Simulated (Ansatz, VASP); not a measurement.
# Cross-check of Hf between VASP and Ansatz

One calculation is typed for both programs; each brings its own data sets. How far apart do they land? The cell is taken from a series of runs on this material, whose earlier steps may have relaxed, scaled, displaced or heated it; both programs get it as it stands.

Program: Ansatz 0.2.0. Level of theory: plane waves, with VASP 6.6.1 beside it; single point at LDA. Results are calculated unless marked as measured.

This is not the structure that Hf takes at ambient pressure and room temperature (hexagonal, No. 194); it is a model or a phase of other conditions.

## (1) Set-up

Symmetry: Cmcm, No. 63, orthorhombic system. The conventional cell has a = 3.442 Å, b = 4.868 Å, c = 4.868 Å, α = 90.00°, β = 90.00°, γ = 90.00°. Nearest to Hf lie 8 Hf at 2.98 Å.

As a file:

```
Hf
1.0
    -1.72096    1.72096    1.72096
     1.72096   -1.72096    1.72096
     3.44192    3.44192    0.00000
Hf
2
Direct
  0.99178 0.00822 0.00000
  0.50822 0.49178 0.50000
```

## (2) VASP: single point, LDA, pair 1

With cell and atoms fixed, the geometry can't cause a difference; cores, projectors, grids and the points listed under the comparison can.

Lines of VASP's logs that name or quote its potential files are left out, and so is its time.

The input, INCAR:

```
SYSTEM = Hf
PREC = Accurate
ENCUT = 500
EDIFF = 1E-06
NELM = 120
ISMEAR = 1
SIGMA = 0.2
LREAL = .FALSE.
ALGO = Normal
GGA = PW92
NBANDS = 16
LASPH = .TRUE.
LORBIT = 11
LWAVE = .FALSE.
LCHARG = .FALSE.
ISIF = 2
GGA_COMPAT = .FALSE.
KPAR = 2
```

The input, POSCAR:

```
Hf
1.0
   -1.7209589871      1.7209589871      1.7209589871
    1.7209589871     -1.7209589871      1.7209589871
    3.4419179742      3.4419179742      0.0000000000
Hf
2
Direct
    0.9917824098      0.0082175902      0.0000000000
    0.5082175902      0.4917824098      0.5000000000
```

The input, KPOINTS:

```
Automatic mesh
0
Gamma
14 14 10
0 0 0
```

Potentials, in the order of the species: Hf_pv (LDA family, release 64).

Launch:

```bash
> mpirun -np 2 vasp_std
```

Numbers of over 12 decimals in the logs are rounded to 6 here.

What it wrote:

```text
[banner, memory and clock lines left out]
running    2 mpi-ranks, on    1 nodes
 distrk:  each k-point on    1 cores,    2 groups
 distr:  one band on    1 cores,    1 groups

 POSCAR found type information on POSCAR Hf
 POSCAR found :  1 types and       2 ions
|                                                                             |
|               ----> ADVICE to this user running VASP <----                  |
|                                                                             |
|     You enforced a specific xc type in the INCAR file but a different       |
|     [... a line on the potential file left out ...]
|     I HOPE YOU KNOW WHAT YOU ARE DOING!                                     |
|                                                                             |

 LDA part: xc-table for (Slater(with rela. corr.)+PW92), standard interpolation
 POSCAR, INCAR and KPOINTS ok, starting setup
 FFT: planning ... GRIDC
 FFT: planning ... GRID_SOFT
 FFT: planning ... GRID
 WAVECAR not read
 entering main loop
       N       E                     dE             d eps       ncg     rms          rms(c)
DAV:   1     0.459582306620E+02    0.45958E+02   -0.11137E+04 10976   0.116E+03
DAV:   2    -0.201670943583E+02   -0.66125E+02   -0.64611E+02 14864   0.249E+02
DAV:   3    -0.216894239515E+02   -0.15223E+01   -0.15112E+01 14016   0.261E+01
DAV:   4    -0.216997574037E+02   -0.10333E-01   -0.10329E-01 13952   0.263E+00
DAV:   5    -0.216998767513E+02   -0.11935E-03   -0.11933E-03 13880   0.230E-01    0.651E+01
DAV:   6    -0.212447079587E+02    0.45517E+00   -0.40947E-01 11808   0.421E+00    0.377E+01
DAV:   7    -0.210924424466E+02    0.15227E+00   -0.59100E-01 12624   0.490E+00    0.167E+00
DAV:   8    -0.210854011071E+02    0.70413E-02   -0.34306E-02 12640   0.130E+00    0.150E-01
DAV:   9    -0.210854719360E+02   -0.70829E-04   -0.73416E-04 14808   0.197E-01    0.142E-01
DAV:  10    -0.210854722288E+02   -0.29285E-06   -0.27149E-05 12784   0.390E-02    0.139E-01
DAV:  11    -0.210854706376E+02    0.15912E-05   -0.36279E-06 13704   0.132E-02    0.396E-03
DAV:  12    -0.210854706367E+02    0.86538E-09   -0.13647E-07  8096   0.285E-03
   1 F= -.21085471E+02 E0= -.21086636E+02  d E =0.349627E-02
```

From OUTCAR (step 2):

```text
ion  position               nearest neighbor table
   1  0.992  0.008  0.000-   2 2.98   2 2.98   2 2.98   2 2.98   2 3.39   2 3.39   2 3.50   2 3.50

  LATTYP: Found a base centered orthorhombic cell.
 ALAT       =     3.4419179742
 B/A-ratio  =     1.4142135624
 C/A-ratio  =     1.4142135624

 Subroutine GETGRP returns: Found  8 space group operations
 (whereof  4 operations were pure point group operations)

The static configuration has the point symmetry C_2v.
 The point group associated with its full space group is D_2h.

 Found    342 irreducible k-points:

   k-points           NKPTS =    342   k-points in BZ     NKDIM =    342   number of bands    NBANDS=     16

   dimension x,y,z NGX =    24 NGY =   24 NGZ =   36
   dimension x,y,z NGXF=    48 NGYF=   48 NGZF=   72

   ENCUT  =  500.0 eV  36.75 Ry    6.06 a.u.   5.43  5.43  8.87*2*pi/ulx,y,z

   NELECT =      20.0000    total number of electrons

 k-points in reciprocal lattice and weights: Automatic mesh
   0.00000000  0.00000000  0.00000000       0.001
   0.07142857  0.00000000  0.00000000       0.002
   0.14285714  0.00000000  0.00000000       0.002
   0.21428571  0.00000000  0.00000000       0.002
   0.28571429  0.00000000  0.00000000       0.002
   0.35714286  0.00000000  0.00000000       0.002
   0.42857143  0.00000000  0.00000000       0.002
   0.50000000  0.00000000  0.00000000       0.001
   0.07142857  0.07142857  0.00000000       0.001
[...]
-0.42857143  0.42857143  0.50000000       0.001
   0.50000000  0.50000000  0.50000000       0.001

 average (electrostatic) potential at core
       1 -36.6820       2 -36.6820

 E-fermi :   5.1002

 k-point     1 :       0.0000    0.0000    0.0000
  band No.  band energies     occupation
    ...
      5     -24.2150      2.00000
      6     -24.2142      2.00000
      7      -2.1468      2.00000
      8       1.4428      2.00000
      9       4.3849      2.00001
     10       6.6046     -0.00000
     11       6.6256     -0.00000
     12       6.6257     -0.00000
     13       6.7280     -0.00000
     14       9.5482      0.00000
    ...

 k-point     2 :       0.0714    0.0000    0.0000
  band No.  band energies     occupation
    ...
      5     -24.2259      2.00000
      6     -24.2179      2.00000
      7      -1.9869      2.00000
      8       1.6030      2.00000
      9       4.4097      2.00001
     10       6.5019     -0.00000
     11       6.5209     -0.00000
     12       6.5651     -0.00000
     13       6.7795     -0.00000
     14       9.4476      0.00000
    ...

 k-point     3 :       0.1429    0.0000    0.0000
  band No.  band energies     occupation
    ...
      5     -24.2548      2.00000
      6     -24.2288      2.00000
      7      -1.5260      2.00000
      8       2.0511      2.00000
      9       4.4494      2.00004
     10       5.9824     -0.00000
     11       6.2564     -0.00000
     12       6.3483     -0.00000
     13       7.2671     -0.00000
     14       9.0537     -0.00000
    ...

  Total        0.0244329      0.0244329      0.0482881     -0.0623299      0.0000000      0.0000000
  in kB        0.9600283      0.9600283      1.8973560     -2.4490938      0.0000000      0.0000000
  external PRESSURE =       1.2724709 kB  Pullay stress =       0.0000000 kB

  energy-cutoff  :      500.00
  volume of cell :       40.78
      direct lattice vectors                 reciprocal lattice vectors
    -1.720958987  1.720958987  1.720958987    -0.145267843  0.145267843  0.290535686
     1.720958987 -1.720958987  1.720958987     0.145267843 -0.145267843  0.290535686
     3.441917974  3.441917974  0.000000000     0.145267843  0.145267843  0.000000000

 POSITION                                       TOTAL-FORCE (eV/Angst)
 -----------------------------------------------------------------------------------
     -1.69267      1.69267      1.72096         0.113449     -0.113449      0.000000
      1.69267      1.74924      1.72096        -0.113449      0.113449      0.000000
 -----------------------------------------------------------------------------------
    total drift:                                0.000000      0.000000     -0.000000

  FREE ENERGIE OF THE ION-ELECTRON SYSTEM (eV)
  ---------------------------------------------------
  free  energy   TOTEN  =       -21.0854706367 eV

  energy  without entropy=      -21.0889669024  energy(sigma->0) =      -21.08663606

 total charge
# of ion       s       p       d       tot
------------------------------------------
    1        0.406   6.376   1.760   8.542
    2        0.406   6.376   1.760   8.542
--------------------------------------------------
tot          0.813  12.751   3.521  17.085

[... 3 further parts left out ...]
```

Harder data sets than Hf_pv exist (the GW ones), and pressures, volumes and forces can shift noticeably with them.

## (3) Ansatz: single point, LDA, pair 1

Ansatz runs on its PAW soft_1 files.

The same cell, functional (in two slightly different forms), mesh and smearing now go to Ansatz, which takes its cutoff from its data sets.

The input, input.yaml:

```yaml
crystal:
  lattice:
    - [-1.7209589871, 1.7209589871, 1.7209589871]
    - [1.7209589871, -1.7209589871, 1.7209589871]
    - [3.4419179742, 3.4419179742, 0.0]
  atoms:
    - { symbol: Hf, position: [-0.0082175902, 0.0082175902, 0.0] }
    - { symbol: Hf, position: [0.5082175902, 0.4917824098, 0.5] }
kpoints:
  mp_grid: { grid: [14, 14, 10] }
hamiltonian:
  xc: lda
  pseudopotentials: { kind: paw, azcp: { folder: soft_1 }, xc_functional: pbe }
scf:
  occupations: { method: methfessel_paxton, width: 0.2 }
output:
  forces: true
  stress: true
  eigenvalues: true
```

Launch:

```bash
> ansatz run input.yaml --threads 4 --pin off --max-ram 16384MiB --backend cpu --events-out ev --progress --plain --runs-dir out
```

What it wrote:

```text
Engine: ansatz 0.2.0, x86_64-unknown-linux-gnu
Pseudopotentials: kind: paw
Pseudopotential: Hf, paw, valence charge 26, recommended cutoff 420 eV (normal), soft_1/Hf.paw.azcp
Functional definition: SPW92
  exchange = slater_x
  correlation = pw_c
Crystal: 2 atoms, lattice volume = 40.776 Å³
Basis set: ecut = 420 eV, 773 PW (Γ)
Bands: 32, of which v1, the nominal top of the filled ones, is band 26 counted from 1 (25 counted from 0)
Symmetry: 8 space group operations
Space group: Cmcm (ITA 63), of the structure as read, at distance tolerance 3.4e-5 Å
k-points: 342 of 1960
Non-local potential: Hf, projectors of the file, l = 0: 3, l = 1: 2, l = 2: 2, l = 3: 3
PAW form: soft (Blöchl's): semilocal exchange-correlation on the pseudo side does not see the compensation charge
PAW frozen core: Hf, regenerated for the run's functional, and the local potential with it (the file was generated under x = pbe(κ = 0.804, μ = 0.219515), c = pbe(β = 0.066725))
PAW one-centre angular grid: Hf, 590 points (default); XC on 64 Gauss nodes
Initial density: superposition of atomic densities (chi_scale 0.1, normalization cell)
Initial wavefunctions: pseudopotential atomic-orbital guess
Functional: x = slater, c = lda
SCF iter   1: F=—  HF=-30954.872822 eV  |F-HF|=—  |Δ(HF+E_count)|=         —  Δρ=2.86e-2  dr2=4.13e-1  ethr=3.10e-3  ⟨swp⟩=5.7  Hψ=39825  notcnv=0
preconditioner: auto → Kerker (q_TF=auto, 2.841 Å⁻¹)  [metal: Δε(μ)=0.003 eV  Ē_g=17.014 eV  σ=0.200 eV  W_gap=0.01  n_scr=18 (ndim 8)  ℏωp=40.3 eV  f_vac=0.000  D(μ)=3.07/eV (n_scr^D=36)]
SCF iter   2: F=—  HF=-30954.766773 eV  |F-HF|=—  |Δ(HF+E_count)|=   1.06e-1  S|Δr|=    0.00e0  Δρ=1.64e-2  dr2=1.42e-1  ethr=7.94e-4  ⟨swp⟩=2.6  Hψ=21316  notcnv=0  defer=38
SCF iter   3: F=—  HF=-30954.725868 eV  |F-HF|=—  |Δ(HF+E_count)|=   4.09e-2  S|Δr|=    0.00e0  Δρ=7.66e-3  dr2=2.92e-2  ethr=2.74e-4  ⟨swp⟩=2.0  Hψ=17124  notcnv=0  defer=43
SCF iter   4: F=—  HF=-30954.700942 eV  |F-HF|=—  |Δ(HF+E_count)|=   2.49e-2  S|Δr|=    0.00e0  Δρ=2.84e-3  dr2=1.56e-3  ethr=5.61e-5  ⟨swp⟩=2.2  Hψ=19824  notcnv=0  defer=43
SCF iter   5: F=—  HF=-30954.702101 eV  |F-HF|=—  |Δ(HF+E_count)|=   1.16e-3  S|Δr|=    0.00e0  Δρ=4.40e-4  dr2=8.13e-5  ethr=2.99e-6  ⟨swp⟩=3.3  Hψ=21149  notcnv=0  defer=44
SCF iter   6: F=—  HF=-30954.702205 eV  |F-HF|=—  |Δ(HF+E_count)|=   1.03e-4  S|Δr|=    0.00e0  Δρ=1.01e-4  dr2=2.39e-6  ethr=1.56e-7  ⟨swp⟩=3.0  Hψ=20940  notcnv=0  defer=149
SCF iter   7: F=—  HF=-30954.702209 eV  |F-HF|=—  |Δ(HF+E_count)|=   4.23e-6  S|Δr|=    0.00e0  Δρ=2.03e-5  dr2=1.03e-7  ethr=4.59e-9  ⟨swp⟩=3.8  Hψ=24569  notcnv=0  defer=152
SCF iter   8: F=-30954.702209 eV  HF=-30954.702209 eV  |F-HF|=3.49e-10  |Δ(HF+E_count)|=   3.46e-8  S|Δr|=    0.00e0  Δρ=2.82e-6  dr2=2.00e-9  ethr=1.00e-12  ⟨swp⟩=6.2  Hψ=107412  notcnv=0
SCF 1 converged in 8 iterations: F = -30954.702209 eV  dr2 = 2.00e-9
  greatest PAW one-centre occupation: 0.998 electrons in one spin orbital (limit 2), on the Hf atom at site 1 (counted from 0), in its partial waves of l = 3
SCF converged after 8 iterations
Stability not checked: this state was not tested for a lower state beside it, because cold or Methfessel-Paxton smearing, or corrected tetrahedra, fill the levels in a way that the test cannot read (fill_not_monotonic; see scf.lower_state_search)
Free energy (F): -30954.702209 eV
Harris-Foulkes:  -30954.702209 eV  (|F-HF|=3.49e-10)
Internal energy: -30954.705697 eV  (E = F + TS)
E sigma→0 (E₀):  -30954.703081 eV
Entropy (-TS):   0.003488 eV (1.744 meV/atom)
Fermi energy:    19.386535 eV
--- Per-component energies (eV) ---
  E_band       = 73.944048
  E_kinetic    = 827.758149
  E_local      = -12146.442290  (includes V_loc(G=0)·N_el)
  E_nonlocal   = 141.826924
  E_hartree    = 5947.719911
  E_xc         = -531.591479
  E_vxc        = -513.534064  (∫ρ·V_xc dr)
  E_paw        = -14906.865628  (= ΣΔE_a)
  E_vpaw       = -131.102638  (= ΣTr[D̂ρ^β])
  E_aug_tail   = 0.000234  (compensation charges beyond the density's cutoff)
  E_ewald      = -10292.025693
  E_core_change = 4.914176  (= ΣΔE_core)
  E_smearing   = 0.003488  (= −TS)
  E_closure    = -0.000000  (closes the sum)
  Σ components = -30954.702209   (vs F -30954.702209, Δ=0.00e0)
--- Forces (eV/Å), atoms counted from 1 ---
  atom   1  Hf     0.11481640    -0.11481640     0.00000000
  atom   2  Hf    -0.11481640     0.11481640     0.00000000
  max |Σ_I F_I| component: 1.39e-17 eV/Å
--- Stress (GPa, compression-positive) ---
        0.069722      -0.278875      -0.000000
       -0.278875       0.069722      -0.000000
        0.000000       0.000000       0.173335
  P = ⅓ Tr σ = 0.1043 GPa (1.043 kbar)
--- Band table (eV; the first three rows and the last of 342) ---
  k-point 0: bands = [... 22 lower, 12.1039, 15.7188, 18.6726, 20.8863, 20.9071, 20.9073, 20.9812, 23.8198, ... 2 higher]
  k-point 1: bands = [... 22 lower, 12.2084, 15.6992, 18.7142, 20.7606, 20.8129, 20.8823, 21.0119, 23.8181, ... 2 higher]
  k-point 2: bands = [... 22 lower, 12.5136, 15.6073, 18.8374, 20.2908, 20.6083, 20.7840, 21.3232, 23.5401, ... 2 higher]
  k-point 341: bands = [... 22 lower, 17.1327, 17.1327, 18.1356, 18.1356, 21.1513, 21.1513, 21.5675, 21.5675, ... 2 higher]
```

The run ends at a pressure of 0.10 GPa, with forces up to 0.16 eV/Å.

## (4) Differences

Known differences besides the potentials themselves: the data sets hold 52 valence electrons in Ansatz (on its PAW soft_1 files) and 20 in VASP; the cutoff is 420 eV in Ansatz and 500 eV in VASP; VASP's log shows a relativistic correction to its local exchange, Ansatz's none. Total energies have different zeros and are not compared.

The two programs side by side:

| quantity | Ansatz | VASP | difference |
| --- | --- | --- | --- |
| pressure (GPa) | 0.10 | 0.13 | -0.02 |

Forces (eV/Å; atoms numbered as in POSCAR):

| atom | Ansatz x, y, z | VASP x, y, z |
| --- | --- | --- |
| Hf1 | 0.115, -0.115, 0.000 | 0.113, -0.113, 0.000 |
| Hf2 | -0.115, 0.115, 0.000 | -0.113, 0.113, 0.000 |

The forces differ by 1.1 meV/Å r.m.s., which is 1.2 % of the r.m.s. force of 0.093 eV/Å (both taken over all components).

## (5) VASP: single point, LDA, pair 2

A single point gives forces, pressure and levels at one fixed geometry, so differences don't come from the geometry; what else differs is listed under the comparison.

INCAR is that of step 2.

The input, POSCAR:

```
Hf
1.0
   -1.7209589871      1.7209589871      1.7209589871
    1.7209589871     -1.7209589871      1.7209589871
    3.4419179742      3.4419179742      0.0000000000
Hf
2
Direct
    0.9835648197      0.0164351803      0.0000000000
    0.5164351803      0.4835648197      0.5000000000
```

KPOINTS is that of step 2.

Launch:

```bash
> mpirun -np 2 vasp_std
```

What it wrote:

```text
[banner, memory and clock lines left out]
running    2 mpi-ranks, on    1 nodes
[...]
[... a notice as in an earlier step ...]

 LDA part: xc-table for (Slater(with rela. corr.)+PW92), standard interpolation
 POSCAR, INCAR and KPOINTS ok, starting setup
[...]
entering main loop
       N       E                     dE             d eps       ncg     rms          rms(c)
DAV:   1     0.458748494379E+02    0.45875E+02   -0.11130E+04 10976   0.116E+03
DAV:   2    -0.202013925441E+02   -0.66076E+02   -0.64604E+02 14904   0.250E+02
DAV:   3    -0.217129224505E+02   -0.15115E+01   -0.15010E+01 14080   0.261E+01
DAV:   4    -0.217232971576E+02   -0.10375E-01   -0.10371E-01 13816   0.264E+00
[...]
DAV:   9    -0.211039004764E+02   -0.70045E-04   -0.74964E-04 14664   0.199E-01    0.145E-01
DAV:  10    -0.211039001123E+02    0.36405E-06   -0.25671E-05 12904   0.388E-02    0.121E-01
DAV:  11    -0.211038991198E+02    0.99255E-06   -0.33106E-06 13432   0.126E-02
   1 F= -.21103899E+02 E0= -.21104480E+02  d E =0.174310E-02
```

From OUTCAR (step 5):

```text
  Total        0.0639230      0.0639230      0.1233242     -0.1780229      0.0000000     -0.0000000
  in kB        2.5116923      2.5116923      4.8457109     -6.9949542      0.0000000     -0.0000000
  external PRESSURE =       3.2896985 kB  Pullay stress =       0.0000000 kB

 POSITION                                       TOTAL-FORCE (eV/Angst)
 -----------------------------------------------------------------------------------
     -1.66439      1.66439      1.72096         0.209367     -0.209367      0.000000
      1.66439      1.77753      1.72096        -0.209367      0.209367      0.000000
 -----------------------------------------------------------------------------------
    total drift:                               -0.000000      0.000000     -0.000000

  FREE ENERGIE OF THE ION-ELECTRON SYSTEM (eV)
  ---------------------------------------------------
  free  energy   TOTEN  =       -21.1038991198 eV

  energy  without entropy=      -21.1056422182  energy(sigma->0) =      -21.10448015

[... 2 parts as in an earlier step ...]

[... 1 further part left out ...]
[key lines of the parts left out:]
E-fermi :   5.1041
```

The run ends at a pressure of 0.33 GPa, with forces up to 0.30 eV/Å.

## (6) Ansatz: single point, LDA, pair 2

The same cell, functional (in two slightly different forms), mesh and smearing now go to Ansatz, which takes its cutoff from its data sets.

The cell is taken from a series of runs on this material, whose earlier steps may have relaxed, scaled, displaced or heated it; both programs get it as it stands.

input.yaml, the sections that differ from step 3:

```yaml
crystal:
  lattice:
    - [-1.7209589871, 1.7209589871, 1.7209589871]
    - [1.7209589871, -1.7209589871, 1.7209589871]
    - [3.4419179742, 3.4419179742, 0.0]
  atoms:
    - { symbol: Hf, position: [-0.0164351803, 0.0164351803, 0.0] }
    - { symbol: Hf, position: [0.5164351803, 0.4835648197, 0.5] }
# kpoints, hamiltonian, scf, output: as in step 3
```

Launch:

```bash
> ansatz run input.yaml --threads 4 --pin off --max-ram 16384MiB --backend cpu --events-out ev --progress --plain --runs-dir out
```

What it wrote:

```text
[...]
Crystal: 2 atoms, lattice volume = 40.776 Å³
Basis set: ecut = 420 eV, 773 PW (Γ)
Bands: 32, of which v1, the nominal top of the filled ones, is band 26 counted from 1 (25 counted from 0)
Symmetry: 8 space group operations
[...]
k-points: 342 of 1960
[...]
k-point 0: bands = [... 22 lower, 12.1042, 15.7192, 18.6845, 20.8583, 20.9429, 20.9432, 20.9820, 23.7842, ... 2 higher]
  k-point 1: bands = [... 22 lower, 12.2087, 15.6994, 18.7232, 20.7626, 20.7842, 20.9136, 21.0500, 23.7014, ... 2 higher]
  k-point 2: bands = [... 22 lower, 12.5139, 15.6074, 18.8388, 20.2938, 20.5783, 20.8041, 21.3662, 23.4846, ... 2 higher]
  k-point 341: bands = [... 22 lower, 17.0707, 17.0707, 18.1867, 18.1867, 21.1502, 21.1502, 21.5934, 21.5934, ... 2 higher]
[key lines of the parts left out:]
SCF converged after 8 iterations
Free energy (F): -30954.720865 eV
Fermi energy:    19.391223 eV
P = ⅓ Tr σ = 0.3125 GPa (3.125 kbar)
```

The run ends at a pressure of 0.31 GPa, with forces up to 0.30 eV/Å.

(Part 1 of 2 ends here.)

[Lines on the potential files, build, host, timing and source positions are cut from VASP's logs without a mark.]

[Logs are printed without paths, hosts, clocks, repeated set-up lines and the standing remarks that a program may print on its own settings, such as how far it seeks lower states.]

[Hosts, paths, dates, database ids (printed as entryN), source tags and the programs' standing remarks are cut or masked in the printed files.]
